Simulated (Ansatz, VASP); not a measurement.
# Cu (Cu(111)) in two plane-wave programs

Aim: how closely do two programs agree when they are given the same cell, functional and k mesh?

Program: Ansatz 0.2.0. Level of theory: plane waves, with VASP 6.6.1 beside it; single point at PBEsol, single point at LDA and single point at RPBE. Results are calculated unless marked as measured.

## Step 1: Starting point

The cell holds 7 atoms: 7 Cu. Its edges and angles: a = 2.553 Å, b = 2.553 Å, c = 30.505 Å, α = 90.0°, β = 90.0°, γ = 60.0°. Vacuum lies along c.

## Step 2: VASP: single point, PBEsol

With cell and atoms fixed, the geometry can't cause a difference; cores, projectors, grids and the points listed under the comparison can.

Lines of VASP's logs that name or quote its potential files are left out, and so is its time.

Input file INCAR:

```
SYSTEM = Cu
PREC = Normal
ENCUT = 360
EDIFF = 1E-06
NELM = 120
ISMEAR = 1
SIGMA = 0.02
LREAL = .FALSE.
ALGO = Normal
GGA = PS
NBANDS = 47
LASPH = .TRUE.
LORBIT = 11
LWAVE = .FALSE.
LCHARG = .FALSE.
KPAR = 4
IDIPOL = 3
LDIPOL = .TRUE.
DIPOL = 0.5 0.5 0.5
LVHAR = .TRUE.
LVACPOTAV = .TRUE.
```

Input file POSCAR:

```
Cu
1.0
    2.5526554801      0.0000000000      0.0000000000
    1.2763277400      2.2106644929      0.0000000000
    0.0000000000      0.0000000000     30.5054068306
Cu
7
Direct
    0.0000000000      0.0000000000      0.2950296664
    0.3333333333      0.3333333333      0.3633531109
    0.6666666667      0.6666666667      0.4316765555
    0.0000000000      0.0000000000      0.5000000000
    0.3333333333      0.3333333333      0.5683234445
    0.6666666667      0.6666666667      0.6366468891
    0.0000000000      0.0000000000      0.7049703336
```

Input file KPOINTS:

```
Automatic mesh
0
Gamma
12 12 1
0 0 0
```

PAW data sets: Cu (PBE family, release 64).

The run is started by

```sh
> mpirun -np 4 vasp_std
```

Numbers of over 12 decimals in the logs are rounded to 6 here.

The log of the run:

```text
[banner, memory and clock lines left out]
running    4 mpi-ranks, on    1 nodes
 distrk:  each k-point on    1 cores,    4 groups
 distr:  one band on    1 cores,    1 groups

 POSCAR found type information on POSCAR Cu
 POSCAR found :  1 types and       7 ions
|                                                                             |
|               ----> ADVICE to this user running VASP <----                  |
|                                                                             |
|     You enforced a specific xc type in the INCAR file but a different       |
|     [... a line on the potential file left out ...]
|     I HOPE YOU KNOW WHAT YOU ARE DOING!                                     |
|                                                                             |

 LDA part: xc-table for (Slater+PW92), standard interpolation
 POSCAR, INCAR and KPOINTS ok, starting setup
 FFT: planning ... GRIDC
 FFT: planning ... GRID_SOFT
 FFT: planning ... GRID
 WAVECAR not read
 entering main loop
       N       E                     dE             d eps       ncg     rms          rms(c)
DAV:   1     0.637046518475E+03    0.63705E+03   -0.27600E+04  1786   0.180E+03
DAV:   2     0.364690889792E+02   -0.60058E+03   -0.58305E+03  1793   0.401E+02
DAV:   3    -0.336467420704E+02   -0.70116E+02   -0.65283E+02  1877   0.190E+02
DAV:   4    -0.361093680623E+02   -0.24626E+01   -0.24458E+01  2025   0.470E+01
DAV:   5    -0.361729274788E+02   -0.63559E-01   -0.63538E-01  2097   0.597E+00    0.218E+01
DAV:   6    -0.323098281071E+02    0.38631E+01   -0.84112E+01  2024   0.140E+02    0.120E+01
DAV:   7    -0.290429333134E+02    0.32669E+01   -0.16015E+01  2056   0.618E+01    0.185E+00
DAV:   8    -0.291156592092E+02   -0.72726E-01   -0.26235E+00  2348   0.534E+01    0.231E+00
DAV:   9    -0.290234679721E+02    0.92191E-01   -0.43620E-01  2658   0.170E+01    0.140E+00
DAV:  10    -0.289852255345E+02    0.38242E-01   -0.15643E-01  2971   0.125E+01    0.616E-01
DAV:  11    -0.289844164346E+02    0.80910E-03   -0.58937E-02  2808   0.568E+00    0.286E-01
DAV:  12    -0.289840512316E+02    0.36520E-03   -0.16089E-02  2239   0.295E+00    0.141E-01
DAV:  13    -0.289837880448E+02    0.26319E-03   -0.20790E-03  2085   0.116E+00    0.857E-02
DAV:  14    -0.289834020813E+02    0.38596E-03   -0.15300E-03  2366   0.771E-01    0.633E-02
DAV:  15    -0.289833984762E+02    0.36051E-05   -0.94649E-04  1997   0.616E-01    0.465E-02
DAV:  16    -0.289833701655E+02    0.28311E-04   -0.23527E-04  2135   0.326E-01    0.238E-02
DAV:  17    -0.289834368147E+02   -0.66649E-04   -0.88759E-05  2116   0.203E-01    0.966E-03
DAV:  18    -0.289835974493E+02   -0.16063E-03   -0.30736E-05  2149   0.692E-02    0.617E-03
DAV:  19    -0.289837430526E+02   -0.14560E-03   -0.21638E-05  2039   0.682E-02    0.536E-03
DAV:  20    -0.289837882744E+02   -0.45222E-04   -0.60224E-06  1563   0.598E-02    0.304E-03
DAV:  21    -0.289838023897E+02   -0.14115E-04   -0.22525E-06  1288   0.227E-02    0.225E-03
DAV:  22    -0.289838051580E+02   -0.27684E-05   -0.71827E-07  1152   0.161E-02    0.186E-03
DAV:  23    -0.289838062988E+02   -0.11407E-05   -0.49898E-07  1089   0.152E-02    0.190E-03
DAV:  24    -0.289838072260E+02   -0.92729E-06   -0.25856E-07  1054   0.129E-02
|                                                                             |
|           W    W    AA    RRRRR   N    N  II  N    N   GGGG   !!!           |
|           W    W   A  A   R    R  NN   N  II  NN   N  G    G  !!!           |
|           W    W  A    A  R    R  N N  N  II  N N  N  G       !!!           |
|           W WW W  AAAAAA  RRRRR   N  N N  II  N  N N  G  GGG   !            |
|           WW  WW  A    A  R   R   N   NN  II  N   NN  G    G                |
|           W    W  A    A  R    R  N    N  II  N    N   GGGG   !!!           |
|                                                                             |
|     Did not find any points to average over, which means that no vacuum     |
|     field-free region was found. Please increase the size of  your cell     |
|     in the dimension of the dipole correction to obtain accurate            |
|     workfunction values.                                                    |
|                                                                             |

   1 F= -.28983807E+02 E0= -.28983527E+02  d E =-.842086E-03
```

OUTCAR, selected parts (step 2):

```text
ion  position               nearest neighbor table
   1  0.000  0.000  0.295-   2 2.55   2 2.55   2 2.55
   2  0.333  0.333  0.363-   1 2.55   1 2.55   1 2.55   3 2.55   3 2.55   3 2.55
   3  0.667  0.667  0.432-   4 2.55   4 2.55   4 2.55   2 2.55   2 2.55   2 2.55
   4  0.000  0.000  0.500-   3 2.55   5 2.55   3 2.55   5 2.55   3 2.55   5 2.55
   5  0.333  0.333  0.568-   4 2.55   4 2.55   4 2.55   6 2.55   6 2.55   6 2.55
   6  0.667  0.667  0.637-   7 2.55   7 2.55   7 2.55   5 2.55   5 2.55   5 2.55
   7  0.000  0.000  0.705-   6 2.55   6 2.55   6 2.55

  LATTYP: Found a hexagonal cell.
 ALAT       =     2.5526554801
 C/A-ratio  =    11.9504598519

 Subroutine GETGRP returns: Found 12 space group operations
 (whereof 12 operations were pure point group operations)

The static configuration has the point symmetry D_3d.

 Found     19 irreducible k-points:

   k-points           NKPTS =     19   k-points in BZ     NKDIM =     19   number of bands    NBANDS=     47

   dimension x,y,z NGX =    12 NGY =   12 NGZ =  144
   dimension x,y,z NGXF=    24 NGYF=   24 NGZF=  288

   ENCUT  =  360.0 eV  26.46 Ry    5.14 a.u.   3.95  3.95 47.19*2*pi/ulx,y,z

   NELECT =      77.0000    total number of electrons

 k-points in reciprocal lattice and weights: Automatic mesh
   0.00000000  0.00000000  0.00000000       0.007
   0.08333333 -0.00000000  0.00000000       0.042
   0.16666667  0.00000000  0.00000000       0.042
   0.25000000  0.00000000  0.00000000       0.042
   0.33333333  0.00000000  0.00000000       0.042
   0.41666667  0.00000000  0.00000000       0.042
   0.50000000  0.00000000  0.00000000       0.021
   0.16666667  0.08333333  0.00000000       0.042
   0.25000000  0.08333333  0.00000000       0.083
[...]
-0.41666667  0.25000000  0.00000000       0.083
  -0.33333333  0.33333333  0.00000000       0.014

 dipolmoment           0.000000      0.000000      0.000000 electrons x Angstroem

 average (electrostatic) potential at core
       1 -69.6803       2 -69.9137       3 -69.8895       4 -69.9352       5 -69.8895
       6 -69.9137       7 -69.6803

 E-fermi :   0.9913

 k-point     1 :       0.0000    0.0000    0.0000
  band No.  band energies     occupation
    ...
     39      -0.5907      2.00000
     40      -0.5447      2.00000
     41      -0.5447      2.00000
     42       0.2751      2.00000
     43       0.6294      2.00000
     44       5.2565      0.00000
     45       5.6215      0.00000
     46       5.8592      0.00000
     47       6.6816      0.00000

 k-point     2 :       0.0833   -0.0000    0.0000
  band No.  band energies     occupation
    ...
     38      -0.6657      2.00000
     39      -0.5888      2.00000
     40      -0.5404      2.00000
     41      -0.2217      2.00000
     42       0.7629      2.00000
     43       1.2248     -0.00000
     44       5.4054      0.00000
     45       5.8235      0.00000
     46       6.0463      0.00000
     47       6.8812      0.00000

 k-point     3 :       0.1667    0.0000    0.0000
  band No.  band energies     occupation
    ...
     37      -0.7353      2.00000
     38      -0.5847      2.00000
     39      -0.5292      2.00000
     40      -0.2987      2.00000
     41       0.4711      2.00000
     42       1.6699      0.00000
     43       2.4063      0.00000
     44       5.8413      0.00000
     45       6.4290      0.00000
     46       6.6370      0.00000
    ...

  Total       -3.8981120     -3.8981120     -3.0703317      0.0000000      0.0000000      0.0000000
  in kB      -36.2804809    -36.2804809    -28.5761699      0.0000000      0.0000000      0.0000000
  external PRESSURE =     -33.7123772 kB  Pullay stress =       0.0000000 kB

  energy-cutoff  :      360.00
  volume of cell :      172.14
      direct lattice vectors                 reciprocal lattice vectors
     2.552655480  0.000000000  0.000000000     0.391748909 -0.226176338  0.000000000
     1.276327740  2.210664493  0.000000000     0.000000000  0.452352676  0.000000000
     0.000000000  0.000000000 30.505406831     0.000000000  0.000000000  0.032781074

 POSITION                                       TOTAL-FORCE (eV/Angst)
 -----------------------------------------------------------------------------------
      0.00000      0.00000      9.00000         0.000000      0.000000      0.240917
      1.27633      0.73689     11.08423        -0.000000     -0.000000     -0.006898
      2.55266      1.47378     13.16847         0.000000      0.000000     -0.019540
      0.00000      0.00000     15.25270        -0.000000      0.000000      0.000000
      1.27633      0.73689     17.33694        -0.000000     -0.000000      0.019540
      2.55266      1.47378     19.42117         0.000000      0.000000      0.006898
      0.00000      0.00000     21.50541        -0.000000     -0.000000     -0.240917
 -----------------------------------------------------------------------------------
    total drift:                                0.000000      0.000000      0.000000

  FREE ENERGIE OF THE ION-ELECTRON SYSTEM (eV)
  ---------------------------------------------------
  free  energy   TOTEN  =       -28.9838072260 eV

  energy  without entropy=      -28.9829651397  energy(sigma->0) =      -28.98352653

 vacuum level on the upper side and lower side of the slab         5.911         5.911

 total charge
# of ion       s       p       d       tot
------------------------------------------
    1        0.458   0.297   9.174   9.929
    2        0.448   0.380   9.173  10.001
    3        0.452   0.391   9.162  10.005
    4        0.453   0.389   9.162  10.003
    5        0.452   0.391   9.162  10.005
    6        0.448   0.380   9.173  10.001
    7        0.458   0.297   9.174   9.929
--------------------------------------------------
tot          3.169   2.525  64.180  69.873

[... 3 further parts left out ...]
```

(Part 1 of 3 ends here.)

[Lines on the potential files, build, host, timing and source positions are cut from VASP's logs without a mark.]

[Logs are printed without paths, hosts, clocks, repeated set-up lines and the standing remarks that a program may print on its own settings, such as how far it seeks lower states.]

[Hosts, paths, dates, database ids (printed as entryN), source tags and the programs' standing remarks are cut or masked in the printed files.]
